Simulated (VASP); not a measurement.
The system is Ti.

```
Ti
1.0
     2.84230    0.00000    0.00000
    -0.94743    2.67974    0.00000
    -0.94743   -1.33987    2.32072
Ti
1
Direct
  0.00000 0.00000 0.00000
```

This isn't the form of Ti at room conditions, which is hcp.

- Program: VASP 6.6.1
- Task: relaxation of cell and atoms
- Functional: LDA
- Potentials or basis: VASP PAW LDA potentials, release 64 (Ti_sv)
- Cutoff: 600 eV
- k mesh: 10 × 10 × 10
- Occupations: fermi-dirac, width 0.1 eV
- Spin: no spin polarisation

At the start: pressure -10.5 GPa; volume 17.68 Å³/atom.

Where does the relaxation end?

Over 3 steps the energy falls by 63.6 meV/atom and the volume is 15.88 Å³/atom (-10.2 %); space group Im-3m (No. 229, to 0.05 Å).

The path:
```
step  energy change (eV)  largest force (eV/Å)  pressure (GPa)  volume (Å³)
   1              0.0000                0.0000          -10.46        17.68
   2             -0.0394                0.0000            8.21        14.89
   3             -0.0636                0.0000           -0.01        15.88
```

Final structure:
```yaml
crystal:
  lattice:
    - [2.74242, 0.00000, 0.00000]
    - [-0.91414, 2.58558, 0.00000]
    - [-0.91414, -1.29279, 2.23918]
  atoms:
    - { symbol: Ti, position: [0.00000, 0.00000, 0.00000] }
```

Caveat: the volume moved by -10 % from the deposited cell, more than functionals usually miss.
